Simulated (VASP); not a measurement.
Here is the system:

```
Ta
1.0
    0.00000     2.08789     2.08789
    2.08789     0.00000     2.08789
    2.08789     2.08789     0.00000
Ta
1
Direct
  0.00000   0.00000   0.00000
```

Level of theory: PBEsol GGA with spin-orbit coupling, VASP's PBE PAW potentials (set 64) (plane waves; VASP 6.6.1). Numerical set-up: 400 eV cut-off, 14×14×14 Γ-centred mesh, Gaussian smearing of 0.050 eV, potentials Ta_pv.

Q: Estimate the energy per atom (σ→0), band gap (over mesh and band path) with the smallest direct gap where there is one.

A: 
| Property | Result |
|---|---|
| band gap (over mesh and band path) | none (metal, semimetal or under 0.01 eV) |
| energy per atom (σ→0) | -13009 meV/atom |

Total energies compare only between runs with the same potentials, cut-off and functional.

The structure was generated: Ta was put into the fcc type (Fm-3m), which need not be its known phase. It was relaxed first.
